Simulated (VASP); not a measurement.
# Pm3Hf (Pm-3m) in VASP: equation of state

How stiff is Pm3Hf in PBE, and what volume does it want? The cell is scaled to several volumes.

Program: VASP 6.6.1. These are calculated values, not measurements. Logs are shortened: lines on timing, memory, paths and dates and some standing lists are left out, and cuts for length are marked.

## Step 1: The crystal as given

It takes space group Pm-3m (No. 221, cubic). Conventional cell: a = 4.973 Å, b = 4.973 Å, c = 4.973 Å, α = 90.00°, β = 90.00°, γ = 90.00°. Around Hf (site symmetry m-3m) lie 12 Pm at 3.52 Å. Pm (site symmetry 4/mmm) is surrounded by 4 Hf at 3.52 Å and 8 Pm at 3.52 Å.

The cell comes from a database or a generator and needn't be the stable form of this composition.

## Step 2: Equation of state, PBE, collinear spin, ferromagnetic start, 28.90 Å³/atom (volume scaled by 0.94)

INCAR

```
PREC = Accurate
ENCUT = 520
EDIFF = 1E-7
ISMEAR = -1
SIGMA = 0.05
LREAL = F
LASPH = T
NELM = 150
ALGO = Normal
ISIF = 2
LWAVE = F
LCHARG = F
ISPIN = 2
MAGMOM = 0 4 4 4
LORBIT = 11
LMAXMIX = 6
GGA = PE
NBANDS = 40
```

KPOINTS

```
Automatic mesh
0
Gamma
  6 6 6
```

POSCAR

```
Pm3Hf
1.0
    4.8711251493      0.0000000000      0.0000000000
    0.0000000000      4.8711251493      0.0000000000
    0.0000000000      0.0000000000      4.8711251493
Hf Pm
1 3
Direct
    0.0000000000      0.0000000000      0.0000000000
    0.5000000000      0.5000000000      0.0000000000
    0.0000000000      0.5000000000      0.5000000000
    0.5000000000      0.0000000000      0.5000000000
```

Potentials or basis: VASP PAW PBE potentials, release 64 (Hf_pv, Pm).

Launch:

```console
> cat potpaw_PBE.64/Hf_pv/POTCAR potpaw_PBE.64/Pm/POTCAR > POTCAR
> mpirun -np 1 vasp_std > vasp.out
```

OUTCAR:

```text
PREC = Accurate
   ENCUT = 520
   EDIFF = 1E-7
   ISMEAR = -1
   LREAL = F
   LASPH = T
   NELM = 150
   ISIF = 2
   ISPIN = 2
   LORBIT = 11
   GGA = PE

 Found     20 irreducible k-points:

 Following reciprocal coordinates:
            Coordinates               Weight
  0.000000  0.000000  0.000000      1.000000
  0.166667  0.000000  0.000000      6.000000
  0.333333  0.000000  0.000000      6.000000
  0.500000  0.000000  0.000000      3.000000
  0.166667  0.166667  0.000000     12.000000
  0.333333  0.166667  0.000000     24.000000
   k-points           NKPTS =     20   k-points in BZ     NKDIM =     20   number of bands    NBANDS=     40
   number of dos      NEDOS =    301   number of ions     NIONS =      4
   total plane-waves  NPLWV =  46656
   dimension x,y,z NGX =    36 NGY =   36 NGZ =   36
   dimension x,y,z NGXF=    72 NGYF=   72 NGZF=   72
   ions per type =               1   3
   NGX,Y,Z   is equivalent  to a cutoff of  12.29, 12.29, 12.29 a.u.
   NGXF,Y,Z  is equivalent  to a cutoff of  24.57, 24.57, 24.57 a.u.
 SYSTEM =  unknown system
   PREC   = accura    normal or accurate (medium, high low for compatibility)
   ISTART =      0    job   : 0-new  1-cont  2-samecut
   ICHARG =      2    charge: 1-file 2-atom 10-const
   ISPIN  =      2    spin polarized calculation?
   LNONCOLLINEAR =      F non collinear calculations
   LSORBIT =      F    spin-orbit coupling
   LASPH  =      T    aspherical Exc in radial PAW
   ENCUT  =  520.0 eV  38.22 Ry    6.18 a.u.   9.06  9.06  9.06*2*pi/ulx,y,z
   NELM   =    150;   NELMIN=  2; NELMDL= -5     # of ELM steps
   EDIFF  = 0.1E-06   stopping-criterion for ELM
   LREAL  =      F    real-space projection
   EDIFFG = 0.1E-05   stopping-criterion for IOM
   NSW    =      0    number of steps for IOM
   IBRION =     -1    ionic relax: 0-MD 1-quasi-New 2-CG
   NFREE  =      0    steps in history (QN), initial steepest desc. (CG)
   ISIF   =      2    stress and relaxation
   ISYM   =      2    0-nonsym 1-usesym 2-fastsym
   POTIM  = 0.5000    time-step for ionic-motion
   TEBEG  =    0.0;   TEEND  =   0.0 temperature during run
   PSTRESS=    0.0 pullay stress
   NELECT =      55.0000    total number of electrons
   NUPDOWN=      -1.0000    fix difference up-down
   EMIN   =  10.00;   EMAX   =-10.00  energy-range for DOS
   EFERMI =   0.00;   METHOD = LEGACY
   ISMEAR =    -1;   SIGMA  =   0.05  broadening in eV -4-tet -1-fermi 0-gaus
   EFERMI_NEDOS =   21; number of points for ismear=-14 and -15
   IALGO  =     38    algorithm
   IMIX   =      4    mixing-type and parameters
     AMIX     =   0.40;   BMIX     =  1.00
     AMIX_MAG =   1.60;   BMIX_MAG =  1.00
  volume/ion in A,a.u.               =      28.90       195.00
  Fermi-wavevector in a.u.,A,eV,Ry     =   1.278105  2.415268 22.225820  1.633552
  Thomas-Fermi vector in A             =   2.410666
   LORBIT       =     11    0 simple, 1 ext, 2 COOP (PROOUT), +10 PAW based schemes
   GGA     = PE    functional components
   LHFCALC =     F    Hartree Fock is set to
   AEXX    =    0.0000 exact exchange contribution
   IVDW    =     0    specifies the selected vdW correction
   LEPSILON=     F    determine dielectric tensor
   LRPA    =     F    only Hartree local field effects (RPA)
 spin polarized calculation
  energy-cutoff  :      520.00
  volume of cell :      115.58
 maximum number of plane-waves:      3136
   NGX = 19   NGY = 19   NGZ = 19

 number of electron      54.9999996 magnetization      15.8005133

 Free energy of the ion-electron system (eV)
  ---------------------------------------------------
  ext. energy  EPLUGINS =         0.00000000
  ---------------------------------------------------
  free energy    TOTEN  =       -32.47801354 eV

  energy without entropy =      -32.38387010  energy(sigma->0) =      -32.43094182

 E-fermi :   6.1967     XC(G=0): -10.4899

 val. band max:        6.1907096525   @ k =   0.5000   0.5000   0.1667
 cond. band min:       6.1994211487   @ k =   0.3333   0.3333   0.1667
 fundamental gap:      0.0087114963
 Fermi energy:         6.1966658833

 spin component 1

 k-point     1 :       0.0000    0.0000    0.0000
  band No.  band energies     occupation
      1     -32.2993      1.00000
      2     -32.0731      1.00000
      3     -32.0731      1.00000
      4     -24.8641      1.00000
      5     -24.8641      1.00000
      6     -24.8641      1.00000
[... 31 lines left out ...]
     38       6.3977      0.01762
     39       6.6034      0.00029

 k-point     2 :       0.1667    0.0000    0.0000
  band No.  band energies     occupation
      1     -32.2863      1.00000
      2     -32.0867      1.00000
      3     -32.0729      1.00000
      4     -24.8639      1.00000
      5     -24.8639      1.00000
      6     -24.8637      1.00000
[... 31 lines left out ...]
     38       6.3997      0.01694
     39       6.6002      0.00031

 k-point     3 :       0.3333    0.0000    0.0000
  band No.  band energies     occupation
      1     -32.2525      1.00000
      2     -32.1214      1.00000
      3     -32.0724      1.00000
      4     -24.8634      1.00000
      5     -24.8634      1.00000
      6     -24.8628      1.00000
[... 31 lines left out ...]
     38       6.4003      0.01675
     39       6.6148      0.00023

 k-point     4 :       0.5000    0.0000    0.0000
  band No.  band energies     occupation
      1     -32.2255      1.00000
      2     -32.1490      1.00000
      3     -32.0723      1.00000
      4     -24.8632      1.00000
      5     -24.8632      1.00000
      6     -24.8624      1.00000
[... 31 lines left out ...]
     38       6.3794      0.02524
     39       6.6260      0.00019

 k-point     5 :       0.1667    0.1667    0.0000
  band No.  band energies     occupation
      1     -32.2739      1.00000
      2     -32.0921      1.00000
      3     -32.0800      1.00000
      4     -24.8643      1.00000
      5     -24.8637      1.00000
      6     -24.8631      1.00000
[... 31 lines left out ...]
     38       6.4026      0.01602
     39       6.5972      0.00033

 k-point     6 :       0.3333    0.1667    0.0000
  band No.  band energies     occupation
      1     -32.2416      1.00000
      2     -32.1223      1.00000
      3     -32.0823      1.00000
      4     -24.8641      1.00000
      5     -24.8632      1.00000
      6     -24.8628      1.00000
[... 31 lines left out ...]
     38       6.4108      0.01361
     39       6.6012      0.00031

 [... further k-points ...]

 spin component 2

 k-point     1 :       0.0000    0.0000    0.0000
  band No.  band energies     occupation
      1     -30.1849      1.00000
      2     -29.9293      1.00000
      3     -29.9293      1.00000
      4     -24.7198      1.00000
      5     -24.7198      1.00000
      6     -24.7198      1.00000
[... 31 lines left out ...]
     38       9.3666      0.00000
     39       9.3960      0.00000

 k-point     2 :       0.1667    0.0000    0.0000
  band No.  band energies     occupation
      1     -30.1703      1.00000
      2     -29.9447      1.00000
      3     -29.9290      1.00000
      4     -24.7196      1.00000
      5     -24.7196      1.00000
      6     -24.7192      1.00000
[... 31 lines left out ...]
     38       9.3580      0.00000
     39       9.3659      0.00000

 k-point     3 :       0.3333    0.0000    0.0000
  band No.  band energies     occupation
      1     -30.1324      1.00000
      2     -29.9841      1.00000
      3     -29.9285      1.00000
      4     -24.7193      1.00000
      5     -24.7193      1.00000
      6     -24.7179      1.00000
[... 31 lines left out ...]
     38       9.1723      0.00000
     39       9.2538      0.00000

 k-point     4 :       0.5000    0.0000    0.0000
  band No.  band energies     occupation
      1     -30.1022      1.00000
      2     -30.0152      1.00000
      3     -29.9282      1.00000
      4     -24.7191      1.00000
      5     -24.7191      1.00000
      6     -24.7173      1.00000
[... 31 lines left out ...]
     38       9.2496      0.00000
     39       9.2649      0.00000

 k-point     5 :       0.1667    0.1667    0.0000
  band No.  band energies     occupation
      1     -30.1563      1.00000
      2     -29.9509      1.00000
      3     -29.9370      1.00000
      4     -24.7199      1.00000
      5     -24.7195      1.00000
      6     -24.7186      1.00000
[... 31 lines left out ...]
     38       9.3412      0.00000
     39       9.3622      0.00000

 k-point     6 :       0.3333    0.1667    0.0000
  band No.  band energies     occupation
      1     -30.1201      1.00000
      2     -29.9851      1.00000
      3     -29.9397      1.00000
      4     -24.7196      1.00000
      5     -24.7191      1.00000
      6     -24.7181      1.00000
[... 31 lines left out ...]
     38       9.1861      0.00000
     39       9.2695      0.00000

 [... further k-points ...]

 [bands above 39 left out]

------------------------ aborting loop because EDIFF is reached ----------------------------------------

  FORCE on cell =-STRESS in cart. coord.  units (eV):
  Direction    XX          YY          ZZ          XY          YZ          ZX
  --------------------------------------------------------------------------------------
  -------------------------------------------------------------------------------------
  Total        1.2140626      1.2140626      1.2140626     -0.0000000     -0.0000000     -0.0000000
  in kB       16.8292128     16.8292128     16.8292128     -0.0000000     -0.0000000     -0.0000000
  external PRESSURE =      16.8292128 kB  Pullay stress =       0.0000000 kB

 VOLUME and BASIS-vectors are now :
 -----------------------------------------------------------------------------
  energy-cutoff  :      520.00
  volume of cell :      115.58
      direct lattice vectors                 reciprocal lattice vectors
     4.871125149  0.000000000  0.000000000     0.205291379  0.000000000  0.000000000
     0.000000000  4.871125149  0.000000000     0.000000000  0.205291379  0.000000000
     0.000000000  0.000000000  4.871125149     0.000000000  0.000000000  0.205291379

 POSITION                                       TOTAL-FORCE (eV/Angst)
 -----------------------------------------------------------------------------------
      0.00000      0.00000      0.00000         0.000000      0.000000      0.000000
      2.43556      2.43556      0.00000         0.000000      0.000000      0.000000
      0.00000      2.43556      2.43556         0.000000      0.000000      0.000000
      2.43556      0.00000      2.43556         0.000000      0.000000      0.000000
 -----------------------------------------------------------------------------------
    total drift:                                0.000000      0.000000      0.000000

  FREE ENERGIE OF THE ION-ELECTRON SYSTEM (eV)
  ---------------------------------------------------
  free  energy   TOTEN  =       -32.4780135386 eV

  energy  without entropy=      -32.3838700974  energy(sigma->0) =      -32.43094182

 total charge

# of ion       s       p       d       f       tot
--------------------------------------------------
    1        0.431   6.204   1.447   0.000   8.082
    2        2.054   5.482   0.596   4.333  12.465
    3        2.054   5.482   0.596   4.333  12.465
    4        2.054   5.482   0.596   4.333  12.465
--------------------------------------------------
tot          6.592  22.651   3.235  12.998  45.476

 magnetization (x)

# of ion       s       p       d       f       tot
--------------------------------------------------
    1       -0.006   0.097   0.238   0.000   0.329
    2       -0.004   0.034   0.192   4.301   4.523
    3       -0.004   0.034   0.192   4.301   4.523
    4       -0.004   0.034   0.192   4.301   4.523
--------------------------------------------------
tot         -0.017   0.200   0.812  12.902  13.898
```

Run time: 4.2 min. Hardware: 1 thread of Intel Xeon Platinum 8375C at 2.90GHz (Ice Lake), shared host; peak memory 0.34 GiB.

Results:

- Free energy: -32.4780 eV
- Pressure: 1.7 GPa
- Band gap on the k mesh: none (metal or under the smearing width)
- Net moment: 15.80 μB per cell
- Site moments: Hf +0.33; Pm +4.52 μB
- Valence electrons inside the program's atomic spheres: Hf 8.08; Pm 12.46

Caveat: the magnetic or orbital state may not be the lowest; without U or exact exchange the open f shell lies at the Fermi level, which spoils levels, moments and volumes.

[end of part 1 of 2]
